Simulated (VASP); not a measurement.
```xyz
2
Lattice="3.3301 0.0000 0.0000 -1.6650 2.8839 0.0000 0.0000 0.0000 3.2500" Properties=species:S:1:pos:R:3 pbc="T T T"
Ru     0.0000     0.0000     0.0000
Se     1.6650     0.9613     1.6250
```

The base run (VASP): PBE GGA, plane waves, VASP's PBE PAW potentials (set 64). Run with 400 eV cut-off, 8×8×7 Γ-centred mesh, Gaussian smearing of 0.050 eV, potentials Ru_pv Se.

One setting is varied; ΔE counts from the base run. The base run took about 8 core-seconds. Times come from single runs on busy shared machines, so they are rough: good to a factor of about 2.

```csv
setting,cost over the base run,electronic steps,ΔE (meV/atom)
"AMIX = 0.2, BMIX = 3.0, IMIX = 4",within a factor of 2,15,0.0
base run,reference,12,0.0
"AMIX = 0.2, BMIX = 0.0001, IMIX = 1",within a factor of 2,22,0.0
"AMIX = 0.1, BMIX = 0.0001, IMIX = 1",about 2 times,39,0.0
```

Left out are runs that failed, have no time on record or changed the cell.

The structure was generated: RuSe was put into the WC type (P-6m2), which need not be its known phase. The cell was not relaxed at this level.
